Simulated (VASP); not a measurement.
Consider the following.

```
CELL_PARAMETERS angstrom
      0.00000     1.88750     1.88750
      1.88750     0.00000     1.88750
      1.88750     1.88750     0.00000
ATOMIC_POSITIONS crystal
  Al 0.00000 0.00000 0.00000
```

Computed with LDA (Ceperley-Alder, Perdew-Zunger), VASP's LDA PAW potentials (set 64) (plane waves; VASP 6.6.1). Numerical set-up: 500 eV cut-off, 17×17×17 Γ-centred mesh, first-order Methfessel-Paxton smearing of 0.10 eV, potentials Al.

Energy and stress use the plane-wave basis of the starting cell.

### Question
The ions, cell shape and volume at an external pressure of 30.0 GPa are relaxed. Which structure does the run end with?

### Answer

```
CELL_PARAMETERS angstrom
      0.00000     1.85349     1.85349
      1.85349     0.00000     1.85349
      1.85349     1.85349     0.00000
ATOMIC_POSITIONS crystal
  Al 0.00000 0.00000 0.00000
```
Space group Fm-3m (225), at a tolerance of 0.03 Å.

### Question
How do energy and volume change from the first to the last step?

### Answer
The energy (σ→0) changes by +109.6 meV/atom and the volume by -5.3 %, in 3 ionic steps.

| step | E(σ→0) (eV) | max force (eV/Å) | pressure (GPa) | volume (Å³) |
|---|---|---|---|---|
| 1 | -4.0676 | 0.000 | 19.84 | 13.45 |
| 2 | -3.7519 | 0.000 | 46.28 | 11.86 |
| 3 | -3.9580 | 0.000 | 29.80 | 12.73 |

The compound is Al in the fcc structure. This run relaxes it under an external pressure of 30 GPa. Symmetry was kept, so distortions that lower it aren't found.
